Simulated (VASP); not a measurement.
# Ba2NiTeO6: structure and properties in VASP

What structure does Ba2NiTeO6 take at this level, and what are its properties? The steps: full relaxation (PBEsol + U), single point with fields (PBEsol + U), bands along the symmetry lines (PBEsol + U) and density of states (PBEsol + U). The start is a cell from a database of measured crystal structures.

Calculated with VASP 6.6.1; PBEsol, DFT+U (Ni d 4 eV), spin-polarised from an antiferromagnetic start; plane waves and PAW (Ba_sv, Ni, Te, O).

Report form: the programs' logs are mostly left out.

### 1. The structure

Before any relaxation, the start is as follows. Symmetry: R-3m, No. 166, trigonal system. Conventional cell: a = 5.797 Å, b = 5.797 Å, c = 28.595 Å, α = 90.00°, β = 90.00°, γ = 120.00°. Nearest to Ba lie 12 O at 2.84 to 3.09 Å. Nearest to Ba lie 12 O at 2.90 to 2.95 Å. Nearest to Ni lie 6 O at 2.01 to 2.17 Å. Nearest to Te lie 6 O at 1.93 Å. Nearest to O lie 1 Te at 1.93 Å and 1 Ni at 2.17 Å and 4 Ba at 2.84 to 2.94 Å. Farther neighbours and most contacts between anions are not listed.

### 2. Full relaxation (PBEsol + U)

Properties are meant for the cell that this level of theory prefers, so cell and atoms are relaxed first (ISIF = 3) until forces and stress are small; EDIFFG sets the threshold. PBEsol restores the gradient expansion of exchange and is tuned for the cells of solids. A Hubbard U penalises fractional filling of the localised shell, which semilocal functionals favour.

Contents of INCAR:

```
SYSTEM = Ba2NiTeO6
PREC = Accurate
ENCUT = 520
EDIFF = 1E-06
NELM = 100
ISMEAR = 0
SIGMA = 0.05
LREAL = .FALSE.
ALGO = Normal
GGA = PS
NBANDS = 102
ISPIN = 2
MAGMOM = 0 0 0 0 1 -1 0 0 0 0 0 0 0 0 0 0 0 0 0 0
LDAU = .TRUE.
LDAUTYPE = 2
LDAUL = -1 2 -1 -1
LDAUU = 0 4 0 0
LDAUJ = 0 0 0 0
LDAUPRINT = 1
LASPH = .TRUE.
LMAXMIX = 4
LORBIT = 11
LWAVE = .FALSE.
LCHARG = .FALSE.
KPAR = 8
IBRION = 2
NSW = 60
ISIF = 3
EDIFFG = -0.01
```

Contents of POSCAR:

```
Ba2NiTeO6
1.0
   -2.8985000000      5.0203492657      0.0000000000
    2.8985000000      5.0203492657      0.0000000000
   -2.8985000000     -1.6734497552     -9.5316633333
Ba Ni Te O
4 2 2 12
Direct
    0.2839600000      0.4320800000      0.1481200000
    0.7160400000      0.5679200000      0.8518800000
    0.1264600000      0.7470800000      0.6206200000
    0.8735400000      0.2529200000      0.3793800000
    0.4055000000      0.1890000000      0.7835000000
    0.5945000000      0.8110000000      0.2165000000
    0.5000000000      0.0000000000      0.5000000000
    0.0000000000      0.0000000000      0.0000000000
    0.1533000000      0.2344000000      0.6221000000
    0.6123000000      0.2344000000      0.6221000000
    0.6123000000      0.7754000000      0.6221000000
    0.8467000000      0.7656000000      0.3779000000
    0.3877000000      0.2246000000      0.3779000000
    0.3877000000      0.7656000000      0.3779000000
    0.2735000000      0.9220000000      0.1175000000
    0.8045000000      0.9220000000      0.1175000000
    0.8045000000      0.3910000000      0.1175000000
    0.7265000000      0.0780000000      0.8825000000
    0.1955000000      0.6090000000      0.8825000000
    0.1955000000      0.0780000000      0.8825000000
```

Contents of KPOINTS:

```
Automatic mesh
0
Gamma
6 6 6
0 0 0
```

Potentials, in the order of the species: Ba_sv, Ni, Te and O (PBE family, release 64).

The run is started by

```console
$ mpirun -np 8 vasp_std
```

The job ended after 24 min (8 MPI ranks of AMD EPYC 9R45, shared host; peak memory 12 GiB; 2.9 h of CPU time).

The magnetic state follows from one typed start and may not be the lowest. The gap is read on the k-mesh alone, so it is an upper bound where the band edges lie off the mesh. Harder data sets than Ba_sv exist (the GW ones), and pressures, volumes and forces can shift noticeably with them. The PAW data sets were made with PBE, which is usual practice but a small mismatch for other functionals. The run keeps the 12 symmetry operations of its start, so it cannot find a distortion of lower symmetry.

The steps of the relaxation:

```
step  energy less that of the first step (eV)  largest force (eV/Å)  pressure (GPa)  volume (Å³)
   1                                   0.0000                0.4477            0.24       277.40
   2                                  -0.0432                0.2040           -1.45       278.22
   3                                  -0.0472                0.2415           -1.12       278.04
   4                                  -0.0610                0.1162            0.47       274.56
   5                                  -0.0621                0.1063            0.16       275.28
   6                                  -0.0647                0.0860            0.10       275.50
   7                                  -0.0660                0.0618            0.04       275.77
   8                                  -0.0670                0.0321           -0.11       276.05
   9                                  -0.0670                0.0254           -0.09       276.02
  10                                  -0.0672                0.0202            0.06       275.78
  11                                  -0.0672                0.0231            0.06       275.75
  12                                  -0.0675                0.0093            0.02       275.81
```

```
conventional cell, symmetrised  before   after  change
                         a (Å)   5.797   5.789  -0.1 %
                         b (Å)   5.797   5.789  -0.1 %
                         c (Å)  28.595  28.511  -0.3 %
              volume (Å³/atom)   13.87   13.79  -0.6 %
```

The atoms that moved most (Å, as changes of fractional coordinates times the final cell):

```
atom      dx      dy      dz  length
 Ni6   0.000   0.000  -0.037   0.037
 Ni5   0.000   0.000   0.037   0.037
 Ba1   0.000   0.000   0.025   0.025
 Ba2   0.000   0.000  -0.025   0.025
 O14   0.000  -0.005   0.024   0.025
 O10   0.000   0.005  -0.024   0.025
 O11  -0.004  -0.003  -0.024   0.025
 O12  -0.004   0.003   0.024   0.025
```

The relaxed structure:

```xyz
20
Lattice="-2.8944 5.0133 0.0000 2.8944 5.0133 0.0000 -2.8944 -1.6711 -9.5038" Properties=species:S:1:pos:R:3 pbc="T T T"
Ba    0.0000    3.3422   -1.3826
Ba   -2.8944    5.0133   -8.1213
Ba    0.0000    3.3422   -5.9225
Ba   -2.8944    5.0133   -3.5813
Ni   -2.8944    1.6711   -7.4096
Ni    0.0000    6.6844   -2.0942
Te   -2.8944    1.6711   -4.7519
Te    0.0000    0.0000    0.0000
O    -1.5615    0.9015   -5.9363
O    -2.8944    3.2102   -5.9363
O    -1.3329    5.9148   -5.9363
O    -1.3329    7.4540   -3.5675
O    -1.5615    2.4407   -3.5675
O     0.0000    5.1453   -3.5675
O     1.5275    5.8025   -1.1304
O     0.0000    8.4482   -1.1304
O    -1.5275    5.8025   -1.1304
O    -4.4219    2.5530   -8.3734
O    -1.3669    2.5530   -8.3734
O    -2.8944   -0.0927   -8.3734
```

Numbers from this step:

| Property | Result |
| --- | --- |
| electrons | 144 |
| bands | 102 |
| irreducible k-points | 32 |
| symmetry operations | 12 |
| free energy (TOTEN) | -125.7199 eV |
| Fermi energy | 3.896 eV |
| pressure | 0.01554 GPa |
| metallic | no |
| valence top at k | -0.3333, 0, 0.3333 |
| conduction bottom at k | 0, 0.5, 0 |
| least direct gap at k | 0, 0.5, 0 |
| SCF cycles over all ionic steps | 90 |
| gap on the k-mesh | 2.582 eV |
| least direct gap on the k-mesh | 2.588 eV |

Spin moment in the PAW sphere by atom:

```
atom  spin moment in the PAW sphere (μB)
 Ba1                                0.00
 Ba2                                0.00
 Ba3                               -0.01
 Ba4                                0.01
 Ni5                                1.67
 Ni6                               -1.67
 Te7                                0.00
 Te8                                0.00
  O9                                0.05
 O10                                0.05
 O11                                0.05
 O12                               -0.05
 O13                               -0.05
 O14                               -0.05
 O15                               -0.02
 O16                               -0.02
 O17                               -0.02
 O18                                0.02
 O19                                0.02
 O20                                0.02
```

It ends with a largest force of 0.009 eV/Å and a pressure of 0.02 GPa. The volume lies -0.6 % from that of the database's start, which holds the thermal and zero-point expansion of its experiment.

### 3. Single point with fields (PBEsol + U)

A single point on the relaxed cell gives a clean self-consistent state, with density, ELF and potential written out.

INCAR: that of step 2 with these lines changed.

```diff
@@ -23,7 +23,5 @@
 LWAVE = .FALSE.
-LCHARG = .FALSE.
-KPAR = 8
-IBRION = 2
-NSW = 60
-ISIF = 3
-EDIFFG = -0.01
+LCHARG = .TRUE.
+ISIF = 2
+LELF = .TRUE.
+LVHAR = .TRUE.
```

Contents of POSCAR:

```
Ba2NiTeO6
1.0
   -2.8944305728      5.0133008111      0.0000000000
    2.8944305728      5.0133008111      0.0000000000
   -2.8944305728     -1.6711002703     -9.5038169931
Ba Ni Te O
4 2 2 12
Direct
    0.2848420372      0.4303159256      0.1454738884
    0.7151579628      0.5696840744      0.8545261116
    0.1256105459      0.7487789083      0.6231683624
    0.8743894541      0.2512210917      0.3768316376
    0.4067849640      0.1864300719      0.7796451079
    0.5932150360      0.8135699281      0.2203548921
    0.5000000000      0.0000000000      0.5000000000
    0.0000000000      0.0000000000      0.0000000000
    0.1514503307      0.2365863411      0.6246230129
    0.6119633282      0.2365863411      0.6246230129
    0.6119633282      0.7760733436      0.6246230129
    0.8485496693      0.7634136589      0.3753769871
    0.3880366718      0.2239266564      0.3753769871
    0.3880366718      0.7634136589      0.3753769871
    0.2751979525      0.9218708170      0.1189395865
    0.8029312305      0.9218708170      0.1189395865
    0.8029312305      0.3941375390      0.1189395865
    0.7248020475      0.0781291830      0.8810604135
    0.1970687695      0.6058624610      0.8810604135
    0.1970687695      0.0781291830      0.8810604135
```

KPOINTS is that of step 2.

The run is started by

```console
$ mpirun -np 8 vasp_std
```

Run time: 3.8 min. Hardware: 8 MPI ranks; peak memory 3.2 GiB; 30 min of CPU time.

With spin, VASP writes an ELF for each channel.

Numbers from this step:

```yaml
scf_cycles: 17
bands: 104
free_energy_toten: -125.7182 eV
fermi_energy: 3.968 eV
pressure: 0.02626 GPa
gap_on_the_k_mesh: 2.581 eV
```

Valence electrons inside each PAW sphere by angular momentum. Sphere charges, by row:

```
atom  s (e)  p (e)  d (e)  tot (e)
 Ba1  1.994   5.62  0.257    7.871
 Ba2  1.994   5.62  0.257    7.871
 Ba3  1.997  5.622  0.272    7.891
 Ba4  1.997  5.622  0.272    7.891
 Ni5  0.347  0.447   8.24    9.033
 Ni6  0.347  0.447   8.24    9.033
 Te7  1.213  1.629  0.545    3.387
 Te8  1.201  1.563   0.52    3.284
  O9   1.57  3.431      0    5.001
 O10   1.57  3.431      0    5.001
 O11   1.57  3.431      0    5.001
 O12   1.57  3.431      0    5.001
 O13   1.57  3.431      0    5.001
 O14   1.57  3.431      0    5.001
 O15  1.558   3.46      0    5.018
 O16  1.558   3.46      0    5.018
 O17  1.558   3.46      0    5.018
 O18  1.558   3.46      0    5.018
 O19  1.558   3.46      0    5.018
 O20  1.558   3.46      0    5.018
```

Spin density in the ac plane at fractional y = 0.224, with atoms of Ba and Ni and O within 0.2 Å of it.

Ten even steps from '_' (-0.1 e/Å³) to '@' (2.0 e/Å³), each cell a mean:
```
________________________________
________________________________
________________________________
__________..::..________________
__________++@@++..______________
________..**@@**..______________
__________......________________
________________________________
________________________________
________________________________
________________________________
________________________________
________________________________
________________________________
________________________________
________________________________
________________________________
________________________________
________________________________
________________________________
________________________________
________________________________
________________________________
________________________________
```
Columns run along a (5.8 Å), rows up along c (10.1 Å). Atoms in or near the plane, at fractional coordinates: Ba at (0.87, 0.38), Ni at (0.41, 0.78), O at (0.15, 0.62), O at (0.61, 0.62), O at (0.39, 0.38).

Electrostatic potential energy in the ac plane at fractional y = 0.224, with atoms of Ba and Ni and O within 0.2 Å of it. With pseudopotentials it is smooth inside the atoms' cores, unlike the true potential.

Ten even steps from '_' (-50 eV) to '@' (5 eV), each cell a mean:
```
@@@@@@@@@@@@@@@@@@@@@@@@@@%%%%%%
@@@@@@@@@@@@@@@@@@@@@@@@@@@@@@@@
@@@@%%@@@@%%%%%%@@@@%%@@@@@@@@@@
@@@@@@@@%%++--++%%@@@@@@@@@@@@@@
@@@@@@@@**______**@@@@@@@@@@@@@@
@@@@@@@@**____..**@@@@@@@@@@@@@@
@@@@@@@@%%**==**%%@@@@@@@@@@@@@@
@@%%++**%%@@%%%%%%**++%%@@@@@@@@
@@--____**@@@@@@**____==@@@@@@@@
@@++__..**%%%%%%**..__++@@@@@@@@
@@@@####%%######%%%%##@@@@@@@@@@
@@@@@@@@%%######%%@@@@@@@@@@%%@@
%%@@@@@@@@%%%%%%@@@@@@@@%%######
##%%@@@@@@**--**@@@@@@%%##**++**
**##@@@@%%..__..%%@@@@##**==--==
**%%@@@@@@--__--%%@@@@##**++==++
##%%@@@@@@@@%%@@@@@@@@%%##******
%%@@@@@@@@@@@@@@@@@@@@@@%%%%%%%%
@@@@@@@@@@@@@@@@@@@@@@@@@@@@@@@@
@@@@@@@@%%%%%%%%%%@@@@@@@@@@@@@@
@@@@@@@@%%######%%@@@@@@@@@@@@@@
@@@@@@@@%%######%%@@@@@@@@%%##%%
%%@@@@@@%%%%%%%%%%@@@@@@%%######
%%@@@@@@@@@@%%@@@@@@@@@@%%%%####
```
Columns run along a (5.8 Å; values clipped at the 3rd and 97th percentile), rows up along c (10.1 Å). Atoms in or near the plane, at fractional coordinates: Ba at (0.87, 0.38), Ni at (0.41, 0.78), O at (0.15, 0.62), O at (0.61, 0.62), O at (0.39, 0.38).

Valence density in the ac plane at fractional y = 0.224, with atoms of Ba and Ni and O within 0.2 Å of it. It is the smooth field of the valence electrons, not physical close to the nuclei.

Values in units of 1e0 e/Å³, 24 rows by 16 columns, each cell a mean:
```
0.3 0.4 0.4 0.3 0.1 0.1 0.1 0.1 0.1 0.3 0.4 0.4 0.3 0.2 0.2 0.2
0.4 0.8 1.0 0.6 0.3 0.1 0.1 0.1 0.2 0.6 1.0 0.8 0.4 0.2 0.1 0.2
0.4 0.9 1.1 0.7 0.3 0.3 0.3 0.3 0.3 0.6 1.1 0.9 0.4 0.2 0.1 0.2
0.2 0.4 0.5 0.4 0.5 1.6 2.9 1.6 0.5 0.4 0.5 0.4 0.2 0.1 0.1 0.1
0.1 0.1 0.2 0.3 1.1 5.6 9.1 5.5 1.2 0.3 0.2 0.1 0.1 0.1 0.1 0.1
0.1 0.1 0.1 0.2 0.9 4.7 8.2 4.7 1.0 0.2 0.1 0.1 0.1 0.1 0.1 0.1
0.1 0.2 0.4 0.4 0.4 1.0 1.9 1.1 0.4 0.4 0.4 0.2 0.1 0.1 0.0 0.1
0.3 1.1 2.2 1.9 0.8 0.4 0.3 0.4 0.9 1.9 2.2 1.0 0.3 0.1 0.1 0.1
0.7 3.1 6.4 5.2 1.8 0.5 0.3 0.5 1.9 5.3 6.5 2.8 0.6 0.1 0.1 0.1
0.5 2.5 5.0 4.1 1.6 0.5 0.3 0.5 1.6 4.1 5.1 2.2 0.5 0.1 0.1 0.1
0.2 0.7 1.2 1.1 0.7 0.4 0.3 0.4 0.7 1.1 1.2 0.6 0.2 0.1 0.1 0.1
0.1 0.2 0.2 0.3 0.3 0.3 0.3 0.3 0.3 0.3 0.2 0.2 0.1 0.2 0.2 0.2
0.4 0.2 0.1 0.1 0.3 0.5 0.7 0.5 0.3 0.1 0.1 0.2 0.4 0.7 0.8 0.7
0.9 0.3 0.1 0.2 0.6 1.8 2.7 1.7 0.6 0.2 0.1 0.4 0.9 1.3 1.3 1.3
1.2 0.5 0.2 0.3 1.1 4.5 6.7 4.2 1.2 0.3 0.2 0.6 1.2 1.1 0.7 1.1
1.2 0.5 0.2 0.2 0.9 3.2 5.1 3.2 0.9 0.2 0.2 0.5 1.2 1.2 0.9 1.2
0.7 0.3 0.1 0.1 0.3 0.7 1.0 0.7 0.3 0.1 0.1 0.3 0.7 1.1 1.3 1.1
0.2 0.1 0.1 0.1 0.1 0.2 0.2 0.2 0.1 0.1 0.1 0.1 0.2 0.4 0.5 0.4
0.1 0.1 0.1 0.1 0.1 0.1 0.2 0.1 0.1 0.1 0.1 0.1 0.1 0.1 0.1 0.1
0.1 0.1 0.1 0.1 0.2 0.3 0.4 0.3 0.2 0.1 0.1 0.1 0.1 0.2 0.2 0.2
0.2 0.1 0.1 0.2 0.3 0.6 0.7 0.6 0.3 0.1 0.1 0.1 0.2 0.4 0.5 0.4
0.3 0.1 0.1 0.2 0.3 0.6 0.7 0.6 0.3 0.1 0.1 0.2 0.4 0.7 1.0 0.7
0.3 0.1 0.1 0.1 0.2 0.4 0.5 0.4 0.2 0.1 0.1 0.2 0.3 0.7 0.8 0.6
0.3 0.2 0.1 0.1 0.1 0.1 0.2 0.1 0.1 0.1 0.1 0.2 0.3 0.4 0.5 0.4
```
Columns run along a (5.8 Å), rows up along c (10.1 Å). Atoms in or near the plane, at fractional coordinates: Ba at (0.87, 0.38), Ni at (0.41, 0.78), O at (0.15, 0.62), O at (0.61, 0.62), O at (0.39, 0.38).

In this run the pressure is 0.03 GPa, small enough to go on.

### 4. Bands along the symmetry lines (PBEsol + U)

The mesh alone shows little of the dispersion and can miss band extrema, so KPOINTS_OPT adds a path through the symmetry points after the self-consistent cycle.

Contents of INCAR:

```
SYSTEM = Ba2NiTeO6
PREC = Accurate
ENCUT = 520
EDIFF = 1E-06
NELM = 100
ISMEAR = 0
SIGMA = 0.05
LREAL = .FALSE.
ALGO = Normal
GGA = PS
NBANDS = 126
ISPIN = 2
MAGMOM = 0.001 -0.001 -0.007 0.007 1.674 -1.674 0 0 0.049 0.049 0.049 -0.049 -0.049 -0.049 -0.021 -0.021 -0.021 0.021 0.021 0.021
LDAU = .TRUE.
LDAUTYPE = 2
LDAUL = -1 2 -1 -1
LDAUU = 0 4 0 0
LDAUJ = 0 0 0 0
LDAUPRINT = 1
LASPH = .TRUE.
LMAXMIX = 4
LORBIT = 11
LWAVE = .FALSE.
LCHARG = .FALSE.
KPAR = 8
```

POSCAR is that of step 3.

KPOINTS is that of step 3.

Contents of KPOINTS_OPT:

```
Line mode
12
Line-mode
Reciprocal
  0.00000000   0.00000000   0.00000000 GAMMA
  0.50000000   0.00000000   0.00000000 L

  0.50000000   0.00000000   0.00000000 L
  0.31272145  -0.37455710   0.18727855 B1

  0.31272145  -0.31272145  -0.18727855 B
  0.00000000   0.00000000  -0.50000000 Z

  0.00000000   0.00000000  -0.50000000 Z
  0.00000000   0.00000000   0.00000000 GAMMA

  0.00000000   0.00000000   0.00000000 GAMMA
  0.34363927  -0.34363927   0.34363927 X

  0.31272145  -0.34363927   0.00000000 Q
  0.00000000  -0.50000000   0.00000000 F

  0.00000000  -0.50000000   0.00000000 F
  0.00000000  -0.46908218  -0.18727855 P1

  0.00000000  -0.46908218  -0.18727855 P1
  0.00000000   0.00000000  -0.50000000 Z

  0.50000000   0.00000000   0.00000000 L
  0.46908218   0.00000000  -0.34363927 P
```

The run is started by

```console
$ mpirun -np 8 vasp_std
```

It took 12 min on 8 MPI ranks; peak memory 20 GiB.

Spin-orbit coupling is off here; with elements this heavy it splits and shifts levels by tenths of an eV or more. The cell is typed on its shortest vectors, so the axes of tensors and the coordinates of k-points follow the printed cell and not the standard setting.

This step gave:

* SCF cycles: 19
* bands: 126
* Fermi energy: 3.916 eV
* pressure: 0.01464 GPa
* least gap on mesh and path: 2.582 eV
* least direct gap on mesh and path: 2.588 eV

(Part 1 of 2 ends here.)

[Lines on the potential files, build, host, timing and source positions are cut from VASP's logs without a mark.]

[Logs are printed without paths, hosts, clocks, repeated set-up lines and the standing remarks that a program may print on its own settings, such as how far it seeks lower states.]

[Hosts, paths, dates, database ids (printed as entryN), source tags and the programs' standing remarks are cut or masked in the printed files.]

[A measured line is paired with the nearest computed mode of its activity, which favours agreement.]
